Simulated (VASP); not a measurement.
# Be3CdSe4 (P1) in VASP: relaxation of cell and atoms with PBE

Aim: the relaxation of cell and atoms of Be3CdSe4 with PBE.

All numbers are computed with VASP 6.6.1; they aren't measurements. Logs are shortened: lines on timing, memory, paths and dates and some standing lists are left out, and cuts for length are marked.

### 1 Starting point

The typed cell holds 16 atoms: a = 7.567 Å, b = 6.719 Å, c = 6.171 Å, α = 90.65°, β = 90.32°, γ = 91.35°.

The cell was built by a generator and needn't be a form met in nature.

### 2 Relaxation of cell and atoms, PBE

Contents of INCAR:

```
PREC = Normal ; ENCUT = 520
EDIFF = 1E-5 ; ISMEAR = 0
SIGMA = 0.05 ; LREAL = Auto
LASPH = True ; NELM = 80
ALGO = Fast ; ISIF = 3
LWAVE = False ; LCHARG = False
GGA = PE ; IBRION = 2
NSW = 110 ; EDIFFG = -0.03
ISYM = 0 ; KPAR = 2
```

Contents of KPOINTS:

```
Automatic mesh
0
Gamma
  3 3 3
```

Contents of POSCAR:

```
Be3CdSe4
1.0
    7.5665840200     -0.0904457200     -0.0213883100
   -0.0778980600      6.7186829400     -0.0377886300
   -0.0175411400     -0.0359835400      6.1709168100
Be Cd Se
6 2 8
Direct
    0.4988747600      0.6642482800      0.5148401600
    0.7556232600      0.1688623900      0.4826817400
    0.2658897300      0.1548774700      0.5209026300
    0.0137025000      0.2999398700      0.9824414300
    0.2516852800      0.8476827500      0.9457635900
    0.7629784500      0.8093388300      0.9869696300
    0.0117449400      0.6990827500      0.5019063900
    0.5517553300      0.3624447900      0.9954297200
    0.4797536500      0.7289253700      0.8414600100
    0.7807664000      0.1728251400      0.8467886900
    0.1882052600      0.1133996800      0.8496774900
    0.4961723300      0.3226539400      0.3898901600
    0.0067244700      0.2694464100      0.3726603700
    0.2813885100      0.8509156600      0.3648575500
    0.7089655800      0.8498295500      0.3705890800
    0.9816806400      0.7069563700      0.9037885300
```

Potentials or basis: VASP PAW PBE potentials, release 64 (Be, Cd, Se).

Started as:

```console
$ cat potpaw_PBE.64/Be/POTCAR potpaw_PBE.64/Cd/POTCAR potpaw_PBE.64/Se/POTCAR > POTCAR
$ mpirun -np 2 vasp_std > vasp.out
```

OUTCAR:

```text
PREC = Normal
   ENCUT = 520
   EDIFF = 1E-5
   ISMEAR = 0
   LREAL = Auto
   LASPH = True
   NELM = 80
   ISIF = 3
   GGA = PE
   IBRION = 2
   NSW = 110
   EDIFFG = -0.03
   ISYM = 0

 ion  position               nearest neighbor table
   1  0.499  0.664  0.515-   9 2.06  15 2.20  14 2.29  12 2.41
   2  0.756  0.169  0.483-  13 2.12  10 2.25  15 2.26  12 2.31
   3  0.266  0.155  0.521-  11 2.13  12 2.21  14 2.25  13 2.31
   4  0.014  0.300  0.982-  11 2.01  10 2.11  13 2.42
   5  0.252  0.848  0.946-  11 1.96   9 2.02  16 2.24
   6  0.763  0.809  0.987-  16 1.88   9 2.37  15 2.42
   7  0.012  0.699  0.502-  14 2.42  16 2.49  15 2.65  13 2.99
   8  0.552  0.362  0.995-  10 2.36  12 2.49   9 2.72
   9  0.480  0.729  0.841-   5 2.02   1 2.06   6 2.37   8 2.72
  10  0.781  0.173  0.847-   4 2.11   2 2.25   8 2.36
  11  0.188  0.113  0.850-   5 1.96   4 2.01   3 2.13
  12  0.496  0.323  0.390-   3 2.21   2 2.31   1 2.41   8 2.49
  13  0.007  0.269  0.373-   2 2.12   3 2.31   4 2.42   7 2.99
  14  0.281  0.851  0.365-   3 2.25   1 2.29   7 2.42
  15  0.709  0.850  0.371-   1 2.20   2 2.26   6 2.42   7 2.65
  16  0.982  0.707  0.904-   6 1.88   5 2.24   7 2.49

IMPORTANT INFORMATION: All symmetrisations will be switched off!
NOSYMM: (Re-)initialisation of all symmetry stuff for point group C_1.

----------------------------------------------------------------------------------------

                                     Primitive cell

  volume of cell :     313.6574

  direct lattice vectors                    reciprocal lattice vectors
     7.566584020 -0.090445720 -0.021388310     0.132179466  0.001534685  0.000384676
    -0.077898060  6.718682940 -0.037788630     0.001781889  0.148864265  0.000873115
    -0.017541140 -0.035983540  6.170916810     0.000469044  0.000916914  0.162057155

  length of vectors
     7.567154790  6.719240771  6.171046652     0.132188934  0.148877490  0.162060428

  position of ions in fractional coordinates (direct lattice)
     0.498874760  0.664248280  0.514840160
     0.755623260  0.168862390  0.482681740
     0.265889730  0.154877470  0.520902630
     0.013702500  0.299939870  0.982441430
     0.251685280  0.847682750  0.945763590
     0.762978450  0.809338830  0.986969630
[... 8 lines left out ...]
     0.708965580  0.849829550  0.370589080
     0.981680640  0.706956370  0.903788530

  ion indices of the primitive-cell ions
   primitive index   ion index
                 1           1
                 2           2
                 3           3
                 4           4
                 5           5
                 6           6
[... 8 lines left out ...]
                15          15
                16          16

----------------------------------------------------------------------------------------

 KPOINTS: Automatic mesh

Automatic generation of k-mesh.
 Grid dimensions read from file:
 generate k-points for:    3    3    3

 Generating k-lattice:

  Cartesian coordinates                     Fractional coordinates (reciprocal lattice)
     0.044059822  0.000511562  0.000128225     0.333333333  0.000000000  0.000000000
     0.000593963  0.049621422  0.000291038     0.000000000  0.333333333  0.000000000
     0.000156348  0.000305638  0.054019052     0.000000000  0.000000000  0.333333333

  Length of vectors
     0.044062978  0.049625830  0.054020143

  Shift w.r.t. Gamma in fractional coordinates (k-lattice)
     0.000000000  0.000000000  0.000000000

 Subroutine IBZKPT returns following result:
 ===========================================

 Found     14 irreducible k-points:

 Following reciprocal coordinates:
            Coordinates               Weight
  0.000000  0.000000  0.000000      1.000000
  0.333333  0.000000  0.000000      2.000000
  0.000000  0.333333 -0.000000      2.000000
  0.333333  0.333333 -0.000000      2.000000
 -0.333333  0.333333 -0.000000      2.000000
  0.000000 -0.000000  0.333333      2.000000
  0.333333  0.000000  0.333333      2.000000
 -0.333333  0.000000  0.333333      2.000000
  0.000000  0.333333  0.333333      2.000000
  0.333333  0.333333  0.333333      2.000000
 -0.333333  0.333333  0.333333      2.000000
  0.000000 -0.333333  0.333333      2.000000
  0.333333 -0.333333  0.333333      2.000000
 -0.333333 -0.333333  0.333333      2.000000
   k-points           NKPTS =     14   k-points in BZ     NKDIM =     14   number of bands    NBANDS=     51
   number of dos      NEDOS =    301   number of ions     NIONS =     16
   total plane-waves  NPLWV =  60480
   dimension x,y,z NGX =    42 NGY =   40 NGZ =   36
   dimension x,y,z NGXF=    84 NGYF=   80 NGZF=   72
   ions per type =               6   2   8
   NGX,Y,Z   is equivalent  to a cutoff of   9.23,  9.90,  9.70 a.u.
   NGXF,Y,Z  is equivalent  to a cutoff of  18.45, 19.79, 19.40 a.u.
 SYSTEM =  unknown system
   PREC   = normal    normal or accurate (medium, high low for compatibility)
   ISTART =      0    job   : 0-new  1-cont  2-samecut
   ICHARG =      2    charge: 1-file 2-atom 10-const
   ISPIN  =      1    spin polarized calculation?
   LNONCOLLINEAR =      F non collinear calculations
   LSORBIT =      F    spin-orbit coupling
   LASPH  =      T    aspherical Exc in radial PAW
   ENCUT  =  520.0 eV  38.22 Ry    6.18 a.u.  14.07 12.49 11.47*2*pi/ulx,y,z
   NELM   =     80;   NELMIN=  2; NELMDL= -5     # of ELM steps
   EDIFF  = 0.1E-04   stopping-criterion for ELM
   LREAL  =      T    real-space projection
   EDIFFG = -.3E-01   stopping-criterion for IOM
   NSW    =    110    number of steps for IOM
   IBRION =      2    ionic relax: 0-MD 1-quasi-New 2-CG
   NFREE  =      1    steps in history (QN), initial steepest desc. (CG)
   ISIF   =      3    stress and relaxation
   ISYM   =      0    0-nonsym 1-usesym 2-fastsym
   POTIM  = 0.5000    time-step for ionic-motion
   TEBEG  =    0.0;   TEEND  =   0.0 temperature during run
   PSTRESS=    0.0 pullay stress
   NELECT =      84.0000    total number of electrons
   NUPDOWN=      -1.0000    fix difference up-down
   EMIN   =  10.00;   EMAX   =-10.00  energy-range for DOS
   EFERMI =   0.00;   METHOD = LEGACY
   ISMEAR =     0;   SIGMA  =   0.05  broadening in eV -4-tet -1-fermi 0-gaus
   EFERMI_NEDOS =   21; number of points for ismear=-14 and -15
   IALGO  =     68    algorithm
   IMIX   =      4    mixing-type and parameters
     AMIX     =   0.40;   BMIX     =  1.00
     AMIX_MAG =   1.60;   BMIX_MAG =  1.00
  volume/ion in A,a.u.               =      19.60       132.29
  Fermi-wavevector in a.u.,A,eV,Ry     =   1.055235  1.994106 15.150386  1.113522
  Thomas-Fermi vector in A             =   2.190426
   LORBIT       =      0    0 simple, 1 ext, 2 COOP (PROOUT), +10 PAW based schemes
   GGA     = PE    functional components
   LHFCALC =     F    Hartree Fock is set to
   AEXX    =    0.0000 exact exchange contribution
   IVDW    =     0    specifies the selected vdW correction
   LEPSILON=     F    determine dielectric tensor
   LRPA    =     F    only Hartree local field effects (RPA)
 conjugate gradient relaxation of ions
 non-spin polarized calculation
 RMM-DIIS sequential band-by-band and
 Gauss-broadening in eV      SIGMA  =   0.05
  energy-cutoff  :      520.00
  volume of cell :      313.66
 maximum number of plane-waves:      8461
   NGX = 29   NGY = 25   NGZ = 23

--------------------------------------- Ionic step        1  -------------------------------------------

 number of electron      83.9999981 magnetization

 Free energy of the ion-electron system (eV)
  ---------------------------------------------------
  ext. energy  EPLUGINS =         0.00000000
  ---------------------------------------------------
  free energy    TOTEN  =       -59.18335732 eV

  energy without entropy =      -59.18335732  energy(sigma->0) =      -59.18335732

------------------------ aborting loop because EDIFF is reached ----------------------------------------

  FORCE on cell =-STRESS in cart. coord.  units (eV):
  Direction    XX          YY          ZZ          XY          YZ          ZX
  --------------------------------------------------------------------------------------
  -------------------------------------------------------------------------------------
  Total       19.5801923      6.5190034     12.1787472     -3.9385808      0.6219659     -6.9700695
  in kB      100.0165644     33.2993828     62.2096267    -20.1184600      3.1770319    -35.6034504
  external PRESSURE =      65.1751913 kB  Pullay stress =       0.0000000 kB
[... 131 lines left out ...]
  FREE ENERGIE OF THE ION-ELECTRON SYSTEM (eV)
  ---------------------------------------------------
  free  energy   TOTEN  =       -61.7697873492 eV

  energy  without entropy=      -61.7697873492  energy(sigma->0) =      -61.76978735

[... ionic steps 4 to 20 ...]

--------------------------------------- Ionic step       21  -------------------------------------------

 number of electron      83.9999991 magnetization

------------------------ aborting loop because EDIFF is reached ----------------------------------------

  FORCE on cell =-STRESS in cart. coord.  units (eV):
  Direction    XX          YY          ZZ          XY          YZ          ZX
  --------------------------------------------------------------------------------------
  -------------------------------------------------------------------------------------
  Total       -0.0236710     -0.0250266      0.1431123      0.0378004      0.0325638     -0.0117340
  in kB       -0.1186292     -0.1254232      0.7172205      0.1894400      0.1631966     -0.0588059
  external PRESSURE =       0.1577227 kB  Pullay stress =       0.0000000 kB
[... 85 lines left out ...]
  energy  without entropy=      -63.4210394294  energy(sigma->0) =      -63.42103943

--------------------------------------- Ionic step       23  -------------------------------------------

 number of electron      83.9999982 magnetization

 Free energy of the ion-electron system (eV)
  ---------------------------------------------------
  ext. energy  EPLUGINS =         0.00000000
  ---------------------------------------------------
  free energy    TOTEN  =       -63.42148328 eV

  energy without entropy =      -63.42148328  energy(sigma->0) =      -63.42148328

 E-fermi :   2.7917     XC(G=0):  -9.2521

 val. band max:        2.5315209156   @ k =   0.0000   0.0000   0.0000
 cond. band min:       5.0217399033   @ k =   0.0000   0.0000   0.0000
 fundamental gap:      2.4902189877
 Fermi energy:         2.7916667704

 k-point     1 :       0.0000    0.0000    0.0000
  band No.  band energies     occupation
      1     -10.8957      2.00000
      2     -10.0105      2.00000
      3      -9.9157      2.00000
      4      -9.8590      2.00000
      5      -9.7507      2.00000
      6      -9.5514      2.00000
[... 788 lines left out ...]
  FREE ENERGIE OF THE ION-ELECTRON SYSTEM (eV)
  ---------------------------------------------------
  free  energy   TOTEN  =       -63.4214832776 eV

  energy  without entropy=      -63.4214832776  energy(sigma->0) =      -63.42148328

 reached required accuracy - stopping structural energy minimisation
```

Wall time 10 min (2 MPI ranks of Intel Xeon Platinum 8488C (Sapphire Rapids), shared host); peak memory 0.32 GiB.

Results:

- Free energy: -63.4215 eV
- Relaxed volume: 19.97 Å³/atom
- Relaxed cell: a = 7.677 Å, b = 6.610 Å, c = 6.297 Å, α = 89.98°, β = 89.99°, γ = 90.10°
- Space group after relaxing (to 0.05 Å): Pmn2_1 (No. 31)
- Energy gained by relaxing: 264.9 meV/atom
- Ionic steps: 23
- Pressure after relaxing: 0.0 GPa
- Largest force after relaxing: 0.021 eV/Å
- Band gap on the k mesh: 2.49 eV, direct

Forces on the atoms (eV/Å):
```
Be   0.009 -0.002 -0.001
Be   0.003  0.002 -0.001
Be  -0.009  0.003 -0.004
Be   0.011  0.013  0.007
Be  -0.003 -0.011  0.005
Be   0.015  0.005  0.003
Cd   0.003  0.003  0.006
Cd   0.001 -0.018 -0.002
Se   0.005  0.015 -0.007
Se  -0.019 -0.008  0.001
Se  -0.008 -0.008 -0.002
Se  -0.016  0.001 -0.001
Se  -0.002  0.006  0.005
Se   0.009  0.000  0.003
Se   0.000  0.012 -0.004
Se   0.002 -0.013 -0.007
```

The path:
```tsv
step	energy change (eV)	largest force (eV/Å)	pressure (GPa)	volume (Å³)
1	0.0000	4.6324	6.52	313.66
2	-2.5649	1.5055	-4.15	350.95
3	-2.5864	1.6900	-3.37	346.12
4	-3.4943	1.3062	-1.47	330.45
5	-3.8088	1.2396	1.41	314.96
6	-4.0587	0.5154	0.56	317.46
7	-4.0671	0.5797	0.43	317.99
8	-4.1608	0.3071	-0.27	321.11
9	-4.1746	0.2177	-0.62	322.84
10	-4.2026	0.1972	0.18	318.89
11	-4.2038	0.1957	0.40	317.89
12	-4.2202	0.1262	0.12	319.18
13	-4.2237	0.1391	-0.07	320.04
14	-4.2311	0.0930	-0.05	319.90
15	-4.2324	0.0926	-0.02	319.84
16	-4.2324	0.0930	-0.03	319.82
17	-4.2352	0.0601	0.06	319.48
18	-4.2353	0.0639	0.07	319.40
19	-4.2367	0.0375	-0.06	320.00
20	-4.2368	0.0457	-0.08	320.24
21	-4.2377	0.0400	0.02	319.69
22	-4.2377	0.0416	0.01	319.68
23	-4.2381	0.0206	0.04	319.56
```

Final structure:
```yaml
crystal:
  lattice:
    - [7.67722, -0.00244, 0.00005]
    - [-0.00899, 6.61029, 0.00155]
    - [0.00086, 0.00113, 6.29683]
  atoms:
    - { symbol: Be, position: [0.50129, 0.68419, 0.49124] }
    - { symbol: Be, position: [0.75245, 0.16255, 0.49089] }
    - { symbol: Be, position: [0.25432, 0.16246, 0.49114] }
    - { symbol: Be, position: [0.00258, 0.31855, 0.99098] }
    - { symbol: Be, position: [0.25080, 0.84065, 0.99090] }
    - { symbol: Be, position: [0.75186, 0.83988, 0.99082] }
    - { symbol: Cd, position: [0.00085, 0.66244, 0.49695] }
    - { symbol: Cd, position: [0.50344, 0.34010, 0.99739] }
    - { symbol: Se, position: [0.50114, 0.71409, 0.85036] }
    - { symbol: Se, position: [0.77920, 0.15005, 0.84964] }
    - { symbol: Se, position: [0.22656, 0.15079, 0.84990] }
    - { symbol: Se, position: [0.50362, 0.34616, 0.41550] }
    - { symbol: Se, position: [0.00359, 0.28795, 0.35012] }
    - { symbol: Se, position: [0.27782, 0.85212, 0.34969] }
    - { symbol: Se, position: [0.72505, 0.85245, 0.34967] }
    - { symbol: Se, position: [0.00134, 0.65700, 0.91545] }
```

Caveat: an odd mesh through Γ misses points on the zone boundary, where band edges often lie. A hybrid or GW would open this gap; PBE tends to underestimate it.
